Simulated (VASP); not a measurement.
Data:

```yaml
crystal:
  lattice:
    - [4.52520, 0.00000, 0.00000]
    - [0.00000, 4.52520, 0.00000]
    - [0.00000, 0.00000, 3.00128]
  atoms:
    - { symbol: Mg, position: [0.00000, 0.00000, 0.00000] }
    - { symbol: Mg, position: [0.50000, 0.50000, 0.50000] }
    - { symbol: H, position: [0.30403, 0.30403, 0.00000] }
    - { symbol: H, position: [0.80403, 0.19597, 0.50000] }
    - { symbol: H, position: [0.19597, 0.80403, 0.50000] }
    - { symbol: H, position: [0.69597, 0.69597, 0.00000] }
```

These are vdW-DF2, VASP's PBE PAW potentials (set 64) (plane waves; VASP 6.6.1) values and carry that method's errors. Numerical set-up: 520 eV cut-off, 6×6×8 Γ-centred mesh, tetrahedra with Blöchl corrections, potentials Mg H.

The cores are frozen, which limits the accuracy of field gradients.

**Question.** Give the principal components of the electric field gradient (V/Å²) and the asymmetry η at each nucleus.

**Answer.** 
```csv
atom,Vxx,Vyy,Vzz,η
Mg1,4.5,0.4,-4.9,0.83
Mg2,4.5,0.4,-4.9,0.83
H3,4.0,0.9,-4.9,0.63
H4,4.0,0.9,-4.9,0.63
H5,4.0,0.9,-4.9,0.63
H6,4.0,0.9,-4.9,0.63
```

The compound is MgH2 in the rutile structure. It was relaxed first.
